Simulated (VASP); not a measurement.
These are PBE GGA, VASP's PBE PAW potentials (set 64) (plane waves; VASP 6.6.1) values and carry that method's errors.

The input files of a VASP run:

**INCAR**
```
SYSTEM = WC
PREC = Accurate
ENCUT = 520
EDIFF = 1E-6
NELM = 100
ALGO = Normal
LREAL = Auto
LASPH = .TRUE.
ISMEAR = 1
SIGMA = 0.1
GGA = PE
LMAXMIX = 6
LWAVE = .FALSE.
LCHARG = .FALSE.
ISIF = 2
```

**POSCAR**
```
WC
1
    1.4732680000    -2.5247090000     0.0000000000
    1.4732680000     2.5247090000     0.0000000000
    0.0000000000     0.0000000000     2.7993500000
W C
1 1
Direct
  0.0000000000   0.0000000000   0.0000000000
  0.3501850000   0.6835190000   0.5000000000
```

KPOINTS:
```
Automatic mesh
0
Gamma
13 13 12
0 0 0
```

POTCAR, in this order: W_sv C (PBE.64 set). Program: vasp_std.

Unless said otherwise, spin-orbit coupling is left out, though it shifts the bands of the heavy elements here.

What does the run give for the energy per atom (σ→0), pressure, largest force, band gap (on the k-mesh)?

```yaml
energy per atom (σ→0): -11.205 eV/atom
band gap (on the k-mesh): none (metal, semimetal or under 0.01 eV)
pressure: 6.69 GPa
largest_force: 0.778 eV/Å
```

File OSZICAR:
```
...
DAV:   7    -0.224375908450E+02    0.59607E-01   -0.40925E-01 16190   0.574E+00    0.616E+00
DAV:   8    -0.224120058438E+02    0.25585E-01   -0.68610E-02 17315   0.249E+00    0.907E-01
DAV:   9    -0.224108205858E+02    0.11853E-02   -0.39485E-03 16670   0.488E-01    0.138E-01
DAV:  10    -0.224107762866E+02    0.44299E-04   -0.25295E-04 18050   0.210E-01    0.754E-02
DAV:  11    -0.224107757962E+02    0.49041E-06   -0.15579E-05 17045   0.396E-02    0.112E-02
DAV:  12    -0.224107746469E+02    0.11493E-05   -0.47291E-06 16425   0.226E-02    0.303E-03
DAV:  13    -0.224107746902E+02   -0.43301E-07   -0.94209E-08  7940   0.345E-03
   1 F= -.22410775E+02 E0= -.22410830E+02  d E =0.165923E-03
```

The compound is WC in the wc structure. The cell was not relaxed at this level, atoms are displaced from their ideal sites. The run is one of a series of settings (LREAL = Auto against the base run), some of them coarse on purpose.
